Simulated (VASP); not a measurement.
BAs (zinc blende) is relaxed at rising pressure, each step from the one before. Symmetry mostly holds the structure type, and other phases were not tried. The mesh follows the cell, and a change of mesh leaves a small step in the series.

Input:

Space group F-43m (No. 216); a = 4.816 Å, b = 4.816 Å, c = 4.816 Å, α = 90.00°, β = 90.00°, γ = 90.00°

| atom | site | symmetry | x | y | z |
|---|---|---|---|---|---|
| B | 4a | -43m | 0.0000 | 0.0000 | 0.0000 |
| As | 4d | -43m | 0.7500 | 0.7500 | 0.7500 |
(The calculation used a cell of 2 atoms; values per cell refer to that cell.)

All values below come from PBE GGA, VASP's PBE PAW potentials (set 64) (plane waves; VASP). Numerical set-up: 620 eV cut-off, 9×9×9 Γ-centred mesh, Gaussian smearing of 0.050 eV, potentials B As.

| P (GPa) | V (Å³/atom) | H − H(0) (eV/atom) | space group | k-mesh |
|---|---|---|---|---|
| 0 | 13.97 | 0.000 | F-43m | 9×9×9 |
| 5 | 13.48 | 0.428 | F-43m | 10×10×10 |
| 10 | ___ | ___ | F-43m | 10×10×10 |
| 20 | ___ | ___ | F-43m | 10×10×10 |
| 30 | 11.88 | 2.393 | F-43m | 10×10×10 |
| 45 | 11.23 | 3.473 | F-43m | 10×10×10 |

Question: Fill in the missing entries.

Answer: 
- 20, V (Å³/atom): 12.41
- 20, H − H(0) (eV/atom): 1.636
- 10, V (Å³/atom): 13.07
- 10, H − H(0) (eV/atom): 0.842

Pressures at which the relaxation failed are left out.

The compound is BAs in the zinc blende structure.
